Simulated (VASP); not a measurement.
An input for Ansatz (written as the equivalent of a VASP run, and not itself run):

Ansatz 0.2 input:
```yaml
crystal:
  lattice:
    - [0.0000000, 2.9160000, 2.9160000]
    - [2.9160000, 0.0000000, 2.9160000]
    - [2.9160000, 2.9160000, 0.0000000]
  atoms:
    - { symbol: Ga, position: [0.0000000, 0.0000000, 0.0000000] }
    - { symbol: Bi, position: [0.5000000, 0.5000000, 0.5000000] }
kpoints:
  mp_grid: { grid: [7, 7, 7] }
hamiltonian:
  xc: pbesol
  pseudopotentials: { kind: paw }
scf:
  occupations: { method: gaussian, width: 0.05 }
  max_iter: 100
relax:
  max_steps: 60
  f_tol: 0.01
  cell: {}
output: { forces: true, stress: true, eigenvalues: true }
```

Problem. Write the VASP files for the same calculation (PBEsol).

Solution. This is not unique; one that fits is 
INCAR:
```
# general
SYSTEM  = GaBi
PREC    = Accurate
ENCUT   = 400
LREAL   = F
LASPH   = T

# electronic loop
EDIFF   = 1E-6
NELM    = 100
ALGO    = Normal
LMAXMIX = 4

# smearing
ISMEAR  = 0
SIGMA   = 0.05

# functional
GGA     = PS

# ions
IBRION  = 2
NSW     = 60
ISIF    = 3
EDIFFG  = -0.01

# output
LWAVE   = F
LCHARG  = F
```

**POSCAR**
```
GaBi
1.0
  0.0000000000   2.9160000000   2.9160000000
  2.9160000000   0.0000000000   2.9160000000
  2.9160000000   2.9160000000   0.0000000000
Ga Bi
1 1
Cartesian
  0.0000000000   0.0000000000   0.0000000000
  2.9160000000   2.9160000000   2.9160000000
```

File KPOINTS:
```
Regular mesh
0
Gamma
 7 7 7
```

POTCAR, in this order: Ga_d Bi_d (PBE.64 set). Program: vasp_std.

The two are equivalent in intent, not identical: each code has its own PAW files, so the cut-off isn't converted (ENCUT is set for VASP's; basis.ecutwfc is left out, and Ansatz then takes the one that its files recommend); Ansatz stops its SCF on the density residual and VASP on the energy change (EDIFF).

The structure was generated: GaBi was put into the rock salt type (Fm-3m), which need not be its known phase. This run relaxes it. Symmetry was kept, so distortions that lower it aren't found.
